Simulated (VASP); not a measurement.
Consider the following.

```
CELL_PARAMETERS angstrom
      0.00000     2.12000     2.12000
      2.12000     0.00000     2.12000
      2.12000     2.12000     0.00000
ATOMIC_POSITIONS crystal
  Ti 0.00000 0.00000 0.00000
  N  0.50000 0.50000 0.50000
```

All values below come from PBEsol GGA, VASP's PBE PAW potentials (set 64) (plane waves; VASP). Settings: 520 eV cut-off, 13×13×13 Γ-centred mesh, first-order Methfessel-Paxton smearing of 0.10 eV, potentials Ti_sv N.

Energy and stress use the plane-wave basis of the starting cell.

The ions, cell shape and volume are relaxed. Which structure does the run end with?

```
CELL_PARAMETERS angstrom
      0.00000     2.10317     2.10317
      2.10317     0.00000     2.10317
      2.10317     2.10317     0.00000
ATOMIC_POSITIONS crystal
  Ti 0.00000 0.00000 0.00000
  N  0.50000 0.50000 0.50000
```
Space group Fm-3m (225), at a tolerance of 0.03 Å.

How do energy and volume change from the first to the last step?

The energy (σ→0) changes by -5.0 meV/atom and the volume by -2.4 %, in 3 ionic steps.

The compound is TiN in the rock salt structure. This run relaxes it. Symmetry was kept, so distortions that lower it aren't found. The electron count is odd and the run is not spin-polarised, which forces a metal.
